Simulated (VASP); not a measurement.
A convergence study with VASP on MgB$_{2}$ (AlB2 type): a few settings are varied, all else stays as given below, so the limit is that of these other settings.

```
CELL_PARAMETERS angstrom
      1.54500    -2.67602     0.00000
      1.54500     2.67602     0.00000
      0.00000     0.00000     3.52000
ATOMIC_POSITIONS crystal
  Mg 0.00000 0.00000 0.00000
  B  0.33333 0.66667 0.50000
  B  0.66667 0.33333 0.50000
```

All values below come from PBE GGA, VASP's PBE PAW potentials (set 64) (plane waves; VASP). The last row used: 700 eV cut-off, 19×19×15 Γ-centred mesh, second-order Methfessel-Paxton smearing of 0.40 eV, potentials Mg B.

```json
[
 {"setting": "ISMEAR = -1, SIGMA = 0.01, 6×6×5 mesh", "E (eV/atom)": "-5.1025", "pressure (GPa)": "?", "irreducible k-points": "21"},
 {"setting": "ISMEAR = -1, SIGMA = 0.1, 6×6×5 mesh", "E (eV/atom)": "-5.1030", "pressure (GPa)": "-1.56", "irreducible k-points": "21"},
 {"setting": "ISMEAR = 0, SIGMA = 0.01, 6×6×5 mesh", "E (eV/atom)": "-5.1024", "pressure (GPa)": "-1.55", "irreducible k-points": "21"},
 {"setting": "ISMEAR = 0, SIGMA = 0.1, 6×6×5 mesh", "E (eV/atom)": "-5.1029", "pressure (GPa)": "-1.55", "irreducible k-points": "21"},
 {"setting": "ISMEAR = 1, SIGMA = 0.01, 6×6×5 mesh", "E (eV/atom)": "-5.1024", "pressure (GPa)": "-1.55", "irreducible k-points": "21"},
 {"setting": "ISMEAR = 1, SIGMA = 0.2, 6×6×5 mesh", "E (eV/atom)": "-5.1025", "pressure (GPa)": "-1.53", "irreducible k-points": "21"},
 {"setting": "ISMEAR = 2, SIGMA = 0.05, 6×6×5 mesh", "E (eV/atom)": "-5.1025", "pressure (GPa)": "-1.55", "irreducible k-points": "21"},
 {"setting": "ISMEAR = 2, SIGMA = 0.2, 6×6×5 mesh", "E (eV/atom)": "-5.1027", "pressure (GPa)": "-1.53", "irreducible k-points": "21"},
 {"setting": "ISMEAR = -1, SIGMA = 0.01, 13×13×10 mesh", "E (eV/atom)": "-5.1076", "pressure (GPa)": "-1.83", "irreducible k-points": "126"},
 {"setting": "ISMEAR = -1, SIGMA = 0.2, 13×13×10 mesh", "E (eV/atom)": "-5.1085", "pressure (GPa)": "-1.61", "irreducible k-points": "126"},
 {"setting": "ISMEAR = 0, SIGMA = 0.01, 13×13×10 mesh", "E (eV/atom)": "-5.1076", "pressure (GPa)": "-1.84", "irreducible k-points": "126"},
 {"setting": "ISMEAR = 0, SIGMA = 0.2, 13×13×10 mesh", "E (eV/atom)": "-5.1078", "pressure (GPa)": "-1.75", "irreducible k-points": "126"},
 {"setting": "ISMEAR = 1, SIGMA = 0.01, 13×13×10 mesh", "E (eV/atom)": "-5.1076", "pressure (GPa)": "-1.85", "irreducible k-points": "126"},
 {"setting": "ISMEAR = 1, SIGMA = 0.4, 13×13×10 mesh", "E (eV/atom)": "-5.1078", "pressure (GPa)": "-1.75", "irreducible k-points": "126"},
 {"setting": "ISMEAR = 2, SIGMA = 0.05, 13×13×10 mesh", "E (eV/atom)": "-5.1076", "pressure (GPa)": "-1.83", "irreducible k-points": "126"},
 {"setting": "ISMEAR = 2, SIGMA = 0.4, 13×13×10 mesh", "E (eV/atom)": "?", "pressure (GPa)": "?", "irreducible k-points": "126"},
 {"setting": "ISMEAR = -1, SIGMA = 0.05, 19×19×15 mesh", "E (eV/atom)": "-5.1083", "pressure (GPa)": "-1.72", "irreducible k-points": "320"},
 {"setting": "ISMEAR = -1, SIGMA = 0.2, 19×19×15 mesh", "E (eV/atom)": "-5.1086", "pressure (GPa)": "-1.60", "irreducible k-points": "320"},
 {"setting": "ISMEAR = 0, SIGMA = 0.05, 19×19×15 mesh", "E (eV/atom)": "-5.1083", "pressure (GPa)": "-1.72", "irreducible k-points": "320"},
 {"setting": "ISMEAR = 0, SIGMA = 0.2, 19×19×15 mesh", "E (eV/atom)": "-5.1083", "pressure (GPa)": "-1.71", "irreducible k-points": "320"},
 {"setting": "ISMEAR = 1, SIGMA = 0.05, 19×19×15 mesh", "E (eV/atom)": "-5.1083", "pressure (GPa)": "-1.72", "irreducible k-points": "320"},
 {"setting": "ISMEAR = 1, SIGMA = 0.4, 19×19×15 mesh", "E (eV/atom)": "-5.1082", "pressure (GPa)": "-1.73", "irreducible k-points": "320"},
 {"setting": "ISMEAR = 2, SIGMA = 0.1, 19×19×15 mesh", "E (eV/atom)": "-5.1083", "pressure (GPa)": "-1.72", "irreducible k-points": "320"},
 {"setting": "ISMEAR = 2, SIGMA = 0.4, 19×19×15 mesh", "E (eV/atom)": "-5.1083", "pressure (GPa)": "-1.74", "irreducible k-points": "320"}
]
```

**Question.** Fill in the missing entries.

**Answer.** 
- ISMEAR = 2, SIGMA = 0.4, 13×13×10 mesh, E (eV/atom): -5.1077
- ISMEAR = 2, SIGMA = 0.4, 13×13×10 mesh, pressure (GPa): -1.77
- ISMEAR = -1, SIGMA = 0.01, 6×6×5 mesh, pressure (GPa): -1.54

Left out are rungs that failed or repeat a setting and relaxations that didn't move; long series are thinned to 24 rows.

The compound is MgB2 in the AlB2 type structure. The cell was not relaxed at this level.
